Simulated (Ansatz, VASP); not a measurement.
KRb in VASP and in Ansatz

```
CELL_PARAMETERS angstrom
4.81503 0.00000 0.00000
0.00000 4.81503 0.00000
0.00000 0.00000 6.80718
ATOMIC_POSITIONS crystal
K 0.00000 0.00000 0.00000
Rb 0.50000 0.50000 0.50000
```

Alike in both runs: functional PBEsol; k mesh 8 × 8 × 6; occupations gaussian, width 0.1 eV; no spin polarisation.

Ansatz relaxed the structure, and its values are those at the end. VASP's run is a single point on that final structure, the one shown.

|  | VASP | Ansatz |
| --- | --- | --- |
| version | VASP 6.6.1 | Ansatz 0.2.0 |
| potentials or method | VASP PAW PBE potentials, release 64 (K_sv, Rb_sv) | scalar-relativistic, plane waves, PAW |
| plane-wave cutoff (eV) | 520 | 420 |
| valence electrons in the cell | 18 | 18 |

|  | VASP | Ansatz | Ansatz less VASP |
| --- | --- | --- | --- |
| gap on the k mesh at the Fermi level (eV) | none | none | - |
| pressure (GPa) | 0.0 | 0.0 | 0.00 |

A gap of «none» marks a metal or a gap that the smearing closes.

Caveats: the PAW data sets were made with another functional, which shifts forces and pressure a little (VASP).
